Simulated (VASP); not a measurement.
Wanted: the native input for a VASP 6.6.1 run.

```yaml
Task: single point
Functional: PBE
Potentials_or_basis: VASP PAW PBE potentials, release 64 (Zn, S)
Cutoff: 520 eV
k_mesh: 8 × 8 × 8
Occupations: gaussian, width 0.02 eV
Spin: no spin polarisation
Further_INCAR_settings: ALGO = Fast; EDIFF = 1e-07
```

The structure of ZnS lies in POSCAR:

```
ZnS
1.0
    0.0000000000      2.7020000000      2.7020000000
    2.7020000000      0.0000000000      2.7020000000
    2.7020000000      2.7020000000      0.0000000000
Zn S
1 1
Direct
    0.2500000000      0.2500000000      0.2500000000
    0.0000000000      0.0000000000      0.0000000000
```

One way to write it, as run:

INCAR

```
ALGO = Fast
EDIFF = 1E-7
ENCUT = 520
GGA = PE
ISIF = 2
ISMEAR = 0
LASPH = True
LCHARG = False
LREAL = False
LWAVE = False
NELM = 100
PREC = Accurate
SIGMA = 0.02
```

KPOINTS

```
k-points
0
Gamma
  8 8 8
```

Potentials or basis: VASP PAW PBE potentials, release 64 (Zn, S).

Command:

```sh
$ cat potpaw_PBE.64/Zn/POTCAR potpaw_PBE.64/S/POTCAR > POTCAR
$ mpirun -np 1 vasp_std > vasp.out
```

Results of the run:

| Item | Value |
| --- | --- |
| Pressure | 1.8 GPa |
| Band gap on the k mesh | 2.11 eV, direct |

It took 29 s on 1 thread of Intel(R) Xeon(R) Platinum 8259CL CPU @ 2.50GHz (Skylake/Cascade Lake), with other jobs on the host, peak memory 0.15 GiB.
